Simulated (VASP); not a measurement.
An input for Quantum ESPRESSO's pw.x (written as the equivalent of a VASP run, and not itself run):

```
&CONTROL
  calculation = 'scf'
  pseudo_dir = './pseudo'
  outdir = './out'
  tprnfor = .true.
  tstress = .true.
/
&SYSTEM
  ibrav = 0
  nat = 6
  ntyp = 1
  ecutwfc = 86
  occupations = 'tetrahedra'
  input_dft = 'pbesol'
/
&ELECTRONS
  conv_thr = 7.3e-09
  electron_maxstep = 100
/
ATOMIC_SPECIES
  Se 78.971 Se.upf
CELL_PARAMETERS angstrom
     5.3540536    3.0911646    1.5319361
    -5.3540542    3.0911636    1.5319361
     0.0000006   -6.1823291    1.5319360
ATOMIC_POSITIONS crystal
  Se   0.8330701  0.6986791  0.0920381
  Se   0.1669299  0.3013209  0.9079619
  Se   0.0920381  0.8330701  0.6986791
  Se   0.9079619  0.1669299  0.3013209
  Se   0.6986791  0.0920381  0.8330701
  Se   0.3013209  0.9079619  0.1669299
K_POINTS automatic
  6 6 6 0 0 0
```

### Question
Translate this input to VASP (INCAR, KPOINTS, POSCAR, choice of POTCAR).

### Answer
This is not unique; one that fits is 
File POSCAR:
```
Se
1
    5.3540536481     3.0911645991     1.5319361334
   -5.3540542090     3.0911636275     1.5319361334
    0.0000005609    -6.1823291221     1.5319360309
Se
6
Direct
  0.8330701241   0.6986791454   0.0920380858
  0.1669298759   0.3013208546   0.9079619142
  0.0920380857   0.8330701240   0.6986791452
  0.9079619143   0.1669298760   0.3013208548
  0.6986791453   0.0920380857   0.8330701240
  0.3013208547   0.9079619143   0.1669298760
```

### KPOINTS
```
Automatic mesh
0
Gamma
6 6 6
0 0 0
```

INCAR:
```
SYSTEM  =  Se
PREC  =  Accurate; ENCUT  =  400; LREAL  =  .FALSE.
LASPH  =  .TRUE.
EDIFF  =  1E-7; NELM  =  100; ALGO  =  Normal
LMAXMIX  =  4
ISMEAR  =  -5
GGA  =  PS
ISIF  =  2
LWAVE  =  .FALSE.; LCHARG  =  .TRUE.; LORBIT  =  11
NEDOS  =  601
LEFG  =  .TRUE.
```

POTCAR, in this order: Se (PBE.64 set). Program: vasp_std.

Limits of the translation: the potentials are each code's own (VASP's PAW set, PseudoDojo norm-conserving files in pw.x), so ENCUT and ecutwfc are chosen apart and not converted; conv_thr bounds pw.x's estimated SCF error, while EDIFF bounds the energy change between steps; the field gradients of LEFG aren't asked of the other code.

The structure comes from a computed database's Se entry (R-3); how it stands against other phases isn't given here. It was relaxed first, which changed the volume by -15 %.
